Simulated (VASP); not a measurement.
# Bi2SO2 (Pnnm) in VASP: single point with LDA

Aim: the single point of Bi2SO2 with LDA.

All numbers are computed with VASP 6.6.1; they aren't measurements. Logs are shortened: lines on timing, memory, paths and dates and some standing lists are left out, and cuts for length are marked.

## (1) The crystal as given

Symmetry: Pnnm, No. 58, orthorhombic system. The conventional cell has a = 3.877 Å, b = 11.964 Å, c = 3.843 Å, α = 90.00°, β = 90.00°, γ = 90.00°. Around Bi (site symmetry m) lie 4 O at 2.24 to 2.38 Å. Around S (site symmetry 2/m) lie 8 Bi at 3.05 to 3.42 Å and 2 O at 3.45 Å. O (site symmetry m) is surrounded by 4 Bi at 2.24 to 2.38 Å.

The cell comes from a database or a generator and needn't be the stable form of this composition.

## (2) Single point, LDA

Input file INCAR:

```
SYSTEM = Bi2SO2
PREC = Accurate
ENCUT = 520
EDIFF = 1E-6
ISMEAR = 0
SIGMA = 0.01
LREAL = .FALSE.
LASPH = .TRUE.
NELM = 100
ALGO = Fast
ISIF = 2
LWAVE = .FALSE.
LCHARG = .TRUE.
LELF = .TRUE.
LVHAR = .TRUE.
NBANDS = 59
```

Input file KPOINTS:

```
regular mesh
0
G
  5 2 5
  0 0 0
```

Input file POSCAR:

```
Bi2SO2
1.0
    3.8772959500      0.0000000000      0.0000000000
    0.0000000000     11.9636884400      0.0000000000
    0.0000000000      0.0000000000      3.8426028900
Bi S O
4 2 4
Direct
    0.4193374000      0.8561208300      0.5000000000
    0.5806626000      0.1438791700      0.5000000000
    0.9193374000      0.6438791700      0.0000000000
    0.0806626000      0.3561208300      0.0000000000
    0.0000000000      0.0000000000      0.0000000000
    0.5000000000      0.5000000000      0.5000000000
    0.4409972500      0.7491085300      0.0000000000
    0.5590027500      0.2508914700      0.0000000000
    0.9409972500      0.7508914700      0.5000000000
    0.0590027500      0.2491085300      0.5000000000
```

Potentials or basis: VASP PAW LDA potentials, release 64 (Bi_d, S, O).

On the command line:

```
$ cat potpaw_LDA.64/Bi_d/POTCAR potpaw_LDA.64/S/POTCAR potpaw_LDA.64/O/POTCAR > POTCAR
$ mpirun -np 1 vasp_std > vasp.out
```

OUTCAR:

```text
SYSTEM = Bi2SO2
   PREC = Accurate
   ENCUT = 520
   EDIFF = 1E-6
   ISMEAR = 0
   LREAL = .FALSE.
   LASPH = .TRUE.
   NELM = 100
   ISIF = 2

 ion  position               nearest neighbor table
   1  0.419  0.856  0.500-   9 2.24   7 2.31   7 2.31   9 2.38   5 3.05   5 3.05   2 3.50   3 3.73
                             3 3.73   3 3.73   3 3.73
   2  0.581  0.144  0.500-  10 2.24   8 2.31   8 2.31  10 2.38   5 3.05   5 3.05   1 3.50   4 3.73
                             4 3.73   4 3.73   4 3.73
   3  0.919  0.644  0.000-   7 2.24   9 2.31   9 2.31   7 2.38   6 3.05   6 3.05   4 3.50   1 3.73
                             1 3.73   1 3.73   1 3.73
   4  0.081  0.356  0.000-   8 2.24  10 2.31  10 2.31   8 2.38   6 3.05   6 3.05   3 3.50   2 3.73
                             2 3.73   2 3.73   2 3.73
   5  0.000  0.000  0.000-   1 3.05   2 3.05   1 3.05   2 3.05
   6  0.500  0.500  0.500-   3 3.05   4 3.05   3 3.05   4 3.05
   7  0.441  0.749  0.000-   3 2.24   1 2.31   1 2.31   3 2.38
   8  0.559  0.251  0.000-   4 2.24   2 2.31   2 2.31   4 2.38
   9  0.941  0.751  0.500-   1 2.24   3 2.31   3 2.31   1 2.38
  10  0.059  0.249  0.500-   2 2.24   4 2.31   4 2.31   2 2.38

  LATTYP: Found a simple orthorhombic cell.
 ALAT       =     3.8426028900
 B/A-ratio  =     1.0090285312
 C/A-ratio  =     3.1134334675

  Lattice vectors:

 A1 = (   0.0000000000,   0.0000000000,   3.8426028900)
 A2 = (   3.8772959500,   0.0000000000,   0.0000000000)
 A3 = (   0.0000000000,  11.9636884400,   0.0000000000)

Analysis of symmetry for initial positions (statically):
=====================================================================
 Subroutine PRICEL returns:
 Original cell was already a primitive cell.

 Routine SETGRP: Setting up the symmetry group for a
 simple orthorhombic supercell.

 Subroutine GETGRP returns: Found  8 space group operations
 (whereof  4 operations were pure point group operations)
 out of a pool of  8 trial point group operations.

The static configuration has the point symmetry C_2h.
 The point group associated with its full space group is D_2h.

Analysis of symmetry for dynamics (positions and initial velocities):
=====================================================================
 Subroutine PRICEL returns:
 Original cell was already a primitive cell.

 Routine SETGRP: Setting up the symmetry group for a
 simple orthorhombic supercell.

 Subroutine GETGRP returns: Found  8 space group operations
 (whereof  4 operations were pure point group operations)
 out of a pool of  8 trial point group operations.

[... 122 lines left out ...]
   NUPDOWN=      -1.0000    fix difference up-down
   EMIN   =  10.00;   EMAX   =-10.00  energy-range for DOS
   EFERMI =   0.00;   METHOD = LEGACY
   ISMEAR =     0;   SIGMA  =   0.01  broadening in eV -4-tet -1-fermi 0-gaus
   EFERMI_NEDOS =   21; number of points for ismear=-14 and -15
   IALGO  =     68    algorithm
   IMIX   =      4    mixing-type and parameters
     AMIX     =   0.40;   BMIX     =  1.00
     AMIX_MAG =   1.60;   BMIX_MAG =  1.00
  volume/ion in A,a.u.               =      17.82       120.29
  Fermi-wavevector in a.u.,A,eV,Ry     =   1.331963  2.517045 24.138431  1.774125
  Thomas-Fermi vector in A             =   2.460934
   LORBIT       =      0    0 simple, 1 ext, 2 COOP (PROOUT), +10 PAW based schemes
   GGA     = CA    functional components
   LHFCALC =     F    Hartree Fock is set to
   AEXX    =    0.0000 exact exchange contribution
   IVDW    =     0    specifies the selected vdW correction
   LEPSILON=     F    determine dielectric tensor
   LRPA    =     F    only Hartree local field effects (RPA)
 non-spin polarized calculation
 RMM-DIIS sequential band-by-band and
 Gauss-broadening in eV      SIGMA  =   0.01
  energy-cutoff  :      520.00
  volume of cell :      178.25
 maximum number of plane-waves:      4814
 NGX is ok and might be reduce to    30
   NGX = 15   NGY = 45   NGZ = 15

 number of electron      95.9999994 magnetization

 Free energy of the ion-electron system (eV)
  ---------------------------------------------------
  ext. energy  EPLUGINS =         0.00000000
  ---------------------------------------------------
  free energy    TOTEN  =       -60.65312333 eV

  energy without entropy =      -60.65312333  energy(sigma->0) =      -60.65312333

 E-fermi :   6.4323     XC(G=0): -11.0543

 val. band max:        6.3833264947   @ k =   0.4000   0.0000   0.0000
 cond. band min:       7.1846981658   @ k =   0.0000   0.0000   0.0000
 fundamental gap:      0.8013716711
 Fermi energy:         6.4322596579

 k-point     1 :       0.0000    0.0000    0.0000
  band No.  band energies     occupation
      1     -16.2780      2.00000
      2     -16.2779      2.00000
      3     -16.0914      2.00000
      4     -16.0724      2.00000
      5     -16.0714      2.00000
      6     -16.0660      2.00000
[... 1105 lines left out ...]
     58      12.1435      0.00000
     59      13.1204      0.00000

------------------------ aborting loop because EDIFF is reached ----------------------------------------

  FORCE on cell =-STRESS in cart. coord.  units (eV):
  Direction    XX          YY          ZZ          XY          YZ          ZX
  --------------------------------------------------------------------------------------
  -------------------------------------------------------------------------------------
  Total       -4.1894788     -3.8634706     -4.2211877      0.0000000      0.0000000      0.0000000
  in kB      -37.6574609    -34.7271105    -37.9424782      0.0000000      0.0000000      0.0000000
  external PRESSURE =     -36.7756832 kB  Pullay stress =       0.0000000 kB

 VOLUME and BASIS-vectors are now :
 -----------------------------------------------------------------------------
  energy-cutoff  :      520.00
  volume of cell :      178.25
      direct lattice vectors                 reciprocal lattice vectors
     3.877295950  0.000000000  0.000000000     0.257911703  0.000000000  0.000000000
     0.000000000 11.963688440  0.000000000     0.000000000  0.083586262  0.000000000
     0.000000000  0.000000000  3.842602890     0.000000000  0.000000000  0.260240266

 POSITION                                       TOTAL-FORCE (eV/Angst)
 -----------------------------------------------------------------------------------
      1.62590     10.24236      1.92130        -0.017810     -0.001886      0.000000
      2.25140      1.72133      1.92130         0.017810      0.001886      0.000000
      3.56454      7.70317      0.00000        -0.017810      0.001886      0.000000
      0.31275      4.26052      0.00000         0.017810     -0.001886      0.000000
      0.00000      0.00000      0.00000        -0.000000      0.000000      0.000000
      1.93865      5.98184      1.92130        -0.000000      0.000000      0.000000
      1.70988      8.96210      0.00000        -0.000408      0.002364      0.000000
      2.16742      3.00159      0.00000         0.000408     -0.002364     -0.000000
      3.64852      8.98343      1.92130        -0.000408     -0.002364      0.000000
      0.22877      2.98026      1.92130         0.000408      0.002364      0.000000
 -----------------------------------------------------------------------------------
    total drift:                               -0.000000      0.000000     -0.000000

  FREE ENERGIE OF THE ION-ELECTRON SYSTEM (eV)
  ---------------------------------------------------
  free  energy   TOTEN  =       -60.6531233327 eV

  energy  without entropy=      -60.6531233327  energy(sigma->0) =      -60.65312333
```

Run time: 5.4 min. Hardware: 1 thread of Intel Xeon Platinum 8488C (Sapphire Rapids), shared host; peak memory 0.29 GiB.

What came out:

```yaml
Free_energy: -60.6531 eV
Pressure: -3.7 GPa
Largest_force: 0.018 eV/Å
Band_gap_on_the_k_mesh: 0.80 eV, indirect (least direct gap 1.09 eV)
```

Forces on the atoms (eV/Å):
```
Bi  -0.018 -0.002  0.000
Bi   0.018  0.002  0.000
Bi  -0.018  0.002  0.000
Bi   0.018 -0.002  0.000
S    0.000  0.000  0.000
S    0.000  0.000  0.000
O    0.000  0.002  0.000
O    0.000 -0.002  0.000
O    0.000 -0.002  0.000
O    0.000  0.002  0.000
```

Levels at points of the mesh, in eV from the valence-band top:
```csv
k point,band 46,band 47,band 48,band 49,band 50,band 51
"(0.00, 0.00, 0.00)",-0.55,-0.37,-0.29,0.80,1.43,3.27
"(0.00, 0.50, 0.00)",-0.75,-0.54,-0.54,1.26,1.26,3.68
```

Caveat: spin-orbit coupling is left out, which as a rule narrows the gap of such compounds by several tenths of an eV; an odd mesh through Γ misses points on the zone boundary, where band edges often lie.
